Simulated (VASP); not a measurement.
Consider the following.

```
CELL_PARAMETERS angstrom
      0.00000     3.39345     3.39345
      3.39345     0.00000     3.39345
      3.39345     3.39345     0.00000
ATOMIC_POSITIONS crystal
  Ge 0.00000 0.00000 0.00000
  Zr 0.50000 0.50000 0.50000
  Zr 0.25000 0.25000 0.25000
  Zr 0.75000 0.75000 0.75000
```

The numbers are results of PBEsol GGA, VASP's PBE PAW potentials (set 64) (plane waves; VASP), not measurements. Run with 400 eV cut-off, 9×9×9 Γ-centred mesh, tetrahedra with Blöchl corrections, potentials Ge_d Zr_sv.

Problem. What does the run give for the energy per atom (σ→0), band gap (on the k-mesh) with the smallest direct gap where there is one?

Solution. 
```
Property                                                    Result
------------------------  ----------------------------------------
band gap (on the k-mesh)  none (metal, semimetal or under 0.01 eV)
energy per atom (σ→0)                               -8.278 eV/atom
```

The structure was generated: Zr3Ge was put into the D03 type (Fm-3m), which need not be its known phase. It was relaxed first, which changed the volume by -27 %.
